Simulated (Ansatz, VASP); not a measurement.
## MgCdS4 in VASP and in Ansatz

```
Mg Cd S
1.0
     6.83304    0.00000    0.00000
    -3.41652    5.91759    0.00000
     0.00000    0.00000    3.18771
Mg Cd S
1 1 4
Direct
  0.00000 0.00000 0.00000
  0.66667 0.33333 0.00000
  0.33333 0.66667 0.00000
  0.65570 0.82785 0.50000
  0.17215 0.82785 0.50000
  0.17215 0.34430 0.50000
```

Change from the starting cell: species swapped into the HoBeCu4 type (P-6m2, No. 187).

Alike in both runs: functional PBE; k mesh 6 × 6 × 10; occupations gaussian, width 0.1 eV; no spin polarisation.

Ansatz relaxed the structure, and its values are those at the end. VASP's run is a single point on that final structure, the one shown.

```csv
,VASP,Ansatz
version,VASP 6.6.1,Ansatz 0.2.0
potentials or method,"VASP PAW PBE potentials, release 64 (Mg, Cd, S)","scalar-relativistic, plane waves, PAW"
plane-wave cutoff (eV),520,420
valence electrons in the cell,38,54
```

```tsv
	VASP	Ansatz	Ansatz less VASP
gap on the k mesh at the Fermi level (eV)	none	none	-
pressure (GPa)	-0.1	0.0	+0.12
rms of the force components (eV/Å)	0.003	0.000	-0.0031
```

A gap of «none» marks a metal or a gap that the smearing closes. The two sets of potentials don't hold the same shells in valence.
